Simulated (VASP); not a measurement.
Consider the following.

```xyz
2
Lattice="0.0000 2.4029 2.4029 2.4029 0.0000 2.4029 2.4029 2.4029 0.0000" Properties=species:S:1:pos:R:3 pbc="T T T"
B      0.0000     0.0000     0.0000
As     1.2015     1.2015     1.2015
```

Calculation: rev-vdW-DF2, VASP's PBE PAW potentials (set 64) (plane waves; VASP 6.6.1). Run with 520 eV cut-off, Gaussian smearing of 0.050 eV, potentials B As.

Problem. Give the energies of bands 2 to 7 at the high-symmetry points, in eV from the valence-band maximum.

Solution. 
```csv
band,Γ,X,U,L,W
2,0.00,-8.39,-8.02,-8.64,-7.94
3,0.00,-4.00,-5.83,-1.78,-5.38
4,0.00,-4.00,-3.41,-1.78,-5.08
5,3.26,1.44,2.04,2.58,5.23
6,3.26,1.45,5.48,4.76,5.83
7,3.26,11.15,9.08,4.76,6.73
```

The gap is indirect, 1.19 eV, from the valence maximum at Γ to the conduction minimum at Γ-X at 0.79.

Measured: gap 1.82 eV (computed value off by -0.63 eV), as given by Wikipedia, List of semiconductor materials.

The compound is BAs in the zinc blende structure. It was relaxed first.
